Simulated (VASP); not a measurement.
A run of VASP 6.6.1 is set up as follows.

INCAR

```
SYSTEM = ZnO
ALGO = Fast
EDIFF = 1E-7
EDIFFG = -0.002
ENCUT = 520
GGA = PE
IBRION = 2
ISIF = 3
ISMEAR = 0
KPAR = 4
LASPH = .True.
LCHARG = .False.
LREAL = .False.
LWAVE = .False.
NELM = 80
NSW = 80
PREC = Accurate
SIGMA = 0.02
```

File KPOINTS:

```
k-points
0
Gamma
  12 12 6
  0 0 0
```

POSCAR

```
ZnO                                     
1.0
    3.2867983301      0.0000000000      0.0000000000
   -1.6433991651      2.8464508482     -0.0000000000
    0.0000000000      0.0000000000      5.3043643856
  Zn              O             
     2     2
Direct
     0.3333333300000021    0.6666666699999979    0.4999656171473293
     0.6666666699999979    0.3333333300000021    0.9999656171473293
     0.6666666699999979    0.3333333300000021    0.3790443828526716
     0.3333333300000021    0.6666666699999979    0.8790443828526716
```

Potentials or basis: VASP PAW PBE potentials, release 64 (Zn, O).

Launch:

```sh
$ cat potpaw_PBE.64/Zn/POTCAR potpaw_PBE.64/O/POTCAR > POTCAR
$ mpirun -np 4 vasp_std > vasp.out
```

(1) What does it give for the band gap on the k mesh?

(2) Predict the space group after relaxing (to 0.05 Å).

(3) Predict the relaxed volume.

Answers

(1) 0.72 eV, direct.

(2) P6_3mc (No. 186).

(3) 12.41 Å³/atom.
